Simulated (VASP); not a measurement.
# Al4Ag (Im-3m) in VASP: reference runs

Aim: a first look at Al4Ag with PBE, on the cell as given.

All numbers are computed with VASP 6.6.1; they aren't measurements. Logs are shortened: lines on timing, memory, paths and dates and some standing lists are left out, and cuts for length are marked.

## Step 1: Starting point

Symmetry: Im-3m, No. 229, cubic system. Conventional cell: a = 5.414 Å, b = 5.414 Å, c = 5.414 Å, α = 90.00°, β = 90.00°, γ = 90.00°. Around Al (site symmetry -3m) lie 2 Ag at 2.34 Å. Ag (site symmetry m-3m) has 8 Al at 2.34 Å as nearest neighbours.

The cell was built by a generator and needn't be a form met in nature.

## Step 2: Single point, PBE

INCAR

```
SYSTEM = Al4Ag
PREC = Accurate
ENCUT = 520
EDIFF = 1E-7
ISMEAR = -1
SIGMA = 0.05
LREAL = .False.
LASPH = .True.
NELM = 100
ALGO = Normal
ISIF = 2
LWAVE = .False.
LCHARG = .True.
GGA = PE
LELF = .True.
LVHAR = .True.
NBANDS = 20
```

KPOINTS

```
regular mesh
0
Gamma
  7 7 7
  0 0 0
```

POSCAR

```
Al4Ag
1.0
   -2.7071985100      2.7071985100      2.7071985100
    2.7071985100     -2.7071985100      2.7071985100
    2.7071985100      2.7071985100     -2.7071985100
Al Ag
4 1
Direct
    0.0000000000      0.0000000000      0.5000000000
    0.5000000000      0.0000000000      0.0000000000
    0.5000000000      0.5000000000      0.5000000000
    0.0000000000      0.5000000000      0.0000000000
    0.0000000000      0.0000000000      0.0000000000
```

Potentials or basis: VASP PAW PBE potentials, release 64 (Al, Ag).

Started as:

```sh
$ cat potpaw_PBE.64/Al/POTCAR potpaw_PBE.64/Ag/POTCAR > POTCAR
$ mpirun -np 1 vasp_std > vasp.out
```

OUTCAR:

```text
SYSTEM = Al4Ag
   PREC = Accurate
   ENCUT = 520
   EDIFF = 1E-7
   ISMEAR = -1
   LREAL = .False.
   LASPH = .True.
   NELM = 100
   ISIF = 2
   GGA = PE

 ion  position               nearest neighbor table
   1  0.000  0.000  0.500-   5 2.34   5 2.34   4 2.71   2 2.71   3 2.71   4 2.71   2 2.71   3 2.71

   2  0.500  0.000  0.000-   5 2.34   5 2.34   4 2.71   1 2.71   3 2.71   3 2.71   1 2.71   4 2.71

   3  0.500  0.500  0.500-   5 2.34   5 2.34   4 2.71   1 2.71   2 2.71   4 2.71   1 2.71   2 2.71

   4  0.000  0.500  0.000-   5 2.34   5 2.34   3 2.71   1 2.71   2 2.71   1 2.71   3 2.71   2 2.71

   5  0.000  0.000  0.000-   1 2.34   2 2.34   3 2.34   4 2.34   1 2.34   4 2.34   2 2.34   3 2.34

  LATTYP: Found a body centered cubic cell.
 ALAT       =     5.4143970200

  Lattice vectors:

 A1 = (  -2.7071985100,   2.7071985100,   2.7071985100)
 A2 = (   2.7071985100,  -2.7071985100,   2.7071985100)
 A3 = (   2.7071985100,   2.7071985100,  -2.7071985100)

Analysis of symmetry for initial positions (statically):
=====================================================================
 Subroutine PRICEL returns:
 Original cell was already a primitive cell.

 Routine SETGRP: Setting up the symmetry group for a
 body centered cubic supercell.

 Subroutine GETGRP returns: Found 48 space group operations
 (whereof 48 operations were pure point group operations)
 out of a pool of 48 trial point group operations.

The static configuration has the point symmetry O_h .

Analysis of symmetry for dynamics (positions and initial velocities):
=====================================================================
 Subroutine PRICEL returns:
 Original cell was already a primitive cell.

 Routine SETGRP: Setting up the symmetry group for a
 body centered cubic supercell.

 Subroutine GETGRP returns: Found 48 space group operations
 (whereof 48 operations were pure point group operations)
 out of a pool of 48 trial point group operations.

The dynamic configuration has the point symmetry O_h .

 Subroutine INISYM returns: Found 48 space group operations
 (whereof 48 operations are pure point group operations),
 and found     1 'primitive' translations

----------------------------------------------------------------------------------------

                                     Primitive cell

  volume of cell :      79.3634

  direct lattice vectors                    reciprocal lattice vectors
    -2.707198510  2.707198510  2.707198510     0.000000000  0.184692773  0.184692773
     2.707198510 -2.707198510  2.707198510     0.184692773  0.000000000  0.184692773
     2.707198510  2.707198510 -2.707198510     0.184692773  0.184692773  0.000000000

  length of vectors
     4.689005365  4.689005365  4.689005365     0.261195025  0.261195025  0.261195025

  position of ions in fractional coordinates (direct lattice)
     0.000000000  0.000000000  0.500000000
     0.500000000  0.000000000  0.000000000
     0.500000000  0.500000000  0.500000000
     0.000000000  0.500000000  0.000000000
     0.000000000  0.000000000  0.000000000

  ion indices of the primitive-cell ions
   primitive index   ion index
                 1           1
                 2           2
                 3           3
                 4           4
                 5           5

----------------------------------------------------------------------------------------

 KPOINTS: regular mesh

Automatic generation of k-mesh.
 Grid dimensions read from file:
 generate k-points for:    7    7    7

 Generating k-lattice:

  Cartesian coordinates                     Fractional coordinates (reciprocal lattice)
     0.000000000  0.026384682  0.026384682     0.142857143  0.000000000  0.000000000
     0.026384682  0.000000000  0.026384682     0.000000000  0.142857143  0.000000000
     0.026384682  0.026384682  0.000000000     0.000000000  0.000000000  0.142857143

  Length of vectors
     0.037313575  0.037313575  0.037313575

  Shift w.r.t. Gamma in fractional coordinates (k-lattice)
     0.000000000  0.000000000  0.000000000

 Subroutine IBZKPT returns following result:
 ===========================================

 Found     20 irreducible k-points:

 Following reciprocal coordinates:
            Coordinates               Weight
  0.000000  0.000000  0.000000      1.000000
  0.142857  0.000000  0.000000     12.000000
  0.285714  0.000000  0.000000     12.000000
  0.428571  0.000000  0.000000     12.000000
  0.142857  0.142857  0.000000     24.000000
  0.285714  0.142857 -0.000000     48.000000
[... 12 lines left out ...]
 -0.428571 -0.428571  0.285714      8.000000
 -0.428571  0.428571  0.428571      6.000000
   k-points           NKPTS =     20   k-points in BZ     NKDIM =     20   number of bands    NBANDS=     20
   number of dos      NEDOS =    301   number of ions     NIONS =      5
   total plane-waves  NPLWV =  46656
   dimension x,y,z NGX =    36 NGY =   36 NGZ =   36
   dimension x,y,z NGXF=    72 NGYF=   72 NGZF=   72
   ions per type =               4   1
   NGX,Y,Z   is equivalent  to a cutoff of  12.76, 12.76, 12.76 a.u.
   NGXF,Y,Z  is equivalent  to a cutoff of  25.53, 25.53, 25.53 a.u.
 SYSTEM =  Al4Ag
   PREC   = accura    normal or accurate (medium, high low for compatibility)
   ISTART =      0    job   : 0-new  1-cont  2-samecut
   ICHARG =      2    charge: 1-file 2-atom 10-const
   ISPIN  =      1    spin polarized calculation?
   LNONCOLLINEAR =      F non collinear calculations
   LSORBIT =      F    spin-orbit coupling
   LASPH  =      T    aspherical Exc in radial PAW
   ENCUT  =  520.0 eV  38.22 Ry    6.18 a.u.   8.72  8.72  8.72*2*pi/ulx,y,z
   NELM   =    100;   NELMIN=  2; NELMDL= -5     # of ELM steps
   EDIFF  = 0.1E-06   stopping-criterion for ELM
   LREAL  =      F    real-space projection
   EDIFFG = 0.1E-05   stopping-criterion for IOM
   NSW    =      0    number of steps for IOM
   IBRION =     -1    ionic relax: 0-MD 1-quasi-New 2-CG
   NFREE  =      0    steps in history (QN), initial steepest desc. (CG)
   ISIF   =      2    stress and relaxation
   ISYM   =      2    0-nonsym 1-usesym 2-fastsym
   POTIM  = 0.5000    time-step for ionic-motion
   TEBEG  =    0.0;   TEEND  =   0.0 temperature during run
   PSTRESS=    0.0 pullay stress
   NELECT =      23.0000    total number of electrons
   NUPDOWN=      -1.0000    fix difference up-down
   EMIN   =  10.00;   EMAX   =-10.00  energy-range for DOS
   EFERMI =   0.00;   METHOD = LEGACY
   ISMEAR =    -1;   SIGMA  =   0.05  broadening in eV -4-tet -1-fermi 0-gaus
   EFERMI_NEDOS =   21; number of points for ismear=-14 and -15
   IALGO  =     38    algorithm
   IMIX   =      4    mixing-type and parameters
     AMIX     =   0.40;   BMIX     =  1.00
     AMIX_MAG =   1.60;   BMIX_MAG =  1.00
  volume/ion in A,a.u.               =      15.87       107.11
  Fermi-wavevector in a.u.,A,eV,Ry     =   1.083371  2.047275 15.969069  1.173693
  Thomas-Fermi vector in A             =   2.219436
   LORBIT       =      0    0 simple, 1 ext, 2 COOP (PROOUT), +10 PAW based schemes
   GGA     = PE    functional components
   LHFCALC =     F    Hartree Fock is set to
   AEXX    =    0.0000 exact exchange contribution
   IVDW    =     0    specifies the selected vdW correction
   LEPSILON=     F    determine dielectric tensor
   LRPA    =     F    only Hartree local field effects (RPA)
 non-spin polarized calculation
  energy-cutoff  :      520.00
  volume of cell :       79.36
 maximum number of plane-waves:      2146
   NGX = 17   NGY = 17   NGZ = 17

 number of electron      23.0000005 magnetization

 Free energy of the ion-electron system (eV)
  ---------------------------------------------------
  ext. energy  EPLUGINS =         0.00000000
  ---------------------------------------------------
  free energy    TOTEN  =       -14.03145663 eV

  energy without entropy =      -14.01319998  energy(sigma->0) =      -14.02232830

 E-fermi :   8.7836     XC(G=0): -10.6613

 val. band max:        8.7661824983   @ k =  -0.2857   0.4286   0.1429
 cond. band min:       8.8208636552   @ k =   0.4286   0.0000   0.0000
 fundamental gap:      0.0546811570
 Fermi energy:         8.7835744374

 k-point     1 :       0.0000    0.0000    0.0000
  band No.  band energies     occupation
      1      -2.4525      2.00000
      2       0.0510      2.00000
      3       0.0510      2.00000
      4       0.0510      2.00000
      5       0.9002      2.00000
      6       0.9002      2.00000
[... 12 lines left out ...]
     19      16.7209      0.00000
     20      16.7209      0.00000

 k-point     2 :       0.1429    0.0000    0.0000
  band No.  band energies     occupation
      1      -2.2466      2.00000
      2       0.0243      2.00000
      3       0.0510      2.00000
      4       0.1110      2.00000
      5       0.8757      2.00000
      6       0.8958      2.00000
[... 12 lines left out ...]
     19      14.5631      0.00000
     20      15.2729      0.00000

 k-point     3 :       0.2857    0.0000    0.0000
  band No.  band energies     occupation
      1      -1.6569      2.00000
      2      -0.0346      2.00000
      3       0.0647      2.00000
      4       0.2588      2.00000
      5       0.8296      2.00000
      6       0.8878      2.00000
[... 12 lines left out ...]
     19      13.6594      0.00000
     20      14.7360      0.00000

 k-point     4 :       0.4286    0.0000    0.0000
  band No.  band energies     occupation
      1      -0.9011      2.00000
      2      -0.0810      2.00000
      3       0.2609      2.00000
      4       0.3941      2.00000
      5       0.7995      2.00000
      6       0.8833      2.00000
[... 337 lines left out ...]
 k-point    19 :      -0.4286   -0.4286    0.2857
  band No.  band energies     occupation
      1       0.1033      2.00000
      2       0.3048      2.00000
      3       0.3048      2.00000
      4       0.5216      2.00000
      5       0.5216      2.00000
      6       0.9425      2.00000
[... 12 lines left out ...]
     19      16.5072      0.00000
     20      16.8292      0.00000

 k-point    20 :      -0.4286    0.4286    0.4286
  band No.  band energies     occupation
      1       0.3377      2.00000
      2       0.3377      2.00000
      3       0.3688      2.00000
      4       0.4215      2.00000
      5       0.4771      2.00000
      6       1.1075      2.00000
[... 12 lines left out ...]
     19      17.2266      0.00000
     20      17.2266      0.00000

------------------------ aborting loop because EDIFF is reached ----------------------------------------

  FORCE on cell =-STRESS in cart. coord.  units (eV):
  Direction    XX          YY          ZZ          XY          YZ          ZX
  --------------------------------------------------------------------------------------
  -------------------------------------------------------------------------------------
  Total       16.3122789     16.3122789     16.3122789      0.0000000     -0.0000000     -0.0000000
  in kB      329.3100032    329.3100032    329.3100032      0.0000000     -0.0000000     -0.0000000
  external PRESSURE =     329.3100032 kB  Pullay stress =       0.0000000 kB

 VOLUME and BASIS-vectors are now :
 -----------------------------------------------------------------------------
  energy-cutoff  :      520.00
  volume of cell :       79.36
      direct lattice vectors                 reciprocal lattice vectors
    -2.707198510  2.707198510  2.707198510     0.000000000  0.184692773  0.184692773
     2.707198510 -2.707198510  2.707198510     0.184692773  0.000000000  0.184692773
     2.707198510  2.707198510 -2.707198510     0.184692773  0.184692773  0.000000000

 POSITION                                       TOTAL-FORCE (eV/Angst)
 -----------------------------------------------------------------------------------
      1.35360      1.35360     -1.35360         0.000000      0.000000     -0.000000
     -1.35360      1.35360      1.35360         0.000000      0.000000      0.000000
      1.35360      1.35360      1.35360         0.000000      0.000000     -0.000000
      1.35360     -1.35360      1.35360        -0.000000     -0.000000      0.000000
      0.00000      0.00000      0.00000        -0.000000      0.000000     -0.000000
 -----------------------------------------------------------------------------------
    total drift:                               -0.000000     -0.000000     -0.000000

  FREE ENERGIE OF THE ION-ELECTRON SYSTEM (eV)
  ---------------------------------------------------
  free  energy   TOTEN  =       -14.0314566270 eV

  energy  without entropy=      -14.0131999799  energy(sigma->0) =      -14.02232830
```

Run time: 25 s. Hardware: 1 thread of Intel Xeon Platinum 8488C (Sapphire Rapids), shared host; peak memory 0.2 GiB.

Results:

```yaml
Free_energy: -14.0315 eV
Pressure: 32.9 GPa
Band_gap_on_the_k_mesh: none (metal or under the smearing width)
```

Caveat: a pressure of tens of GPa on the cell as given is suspect, and the run, the potentials or the cell itself is likely at fault.
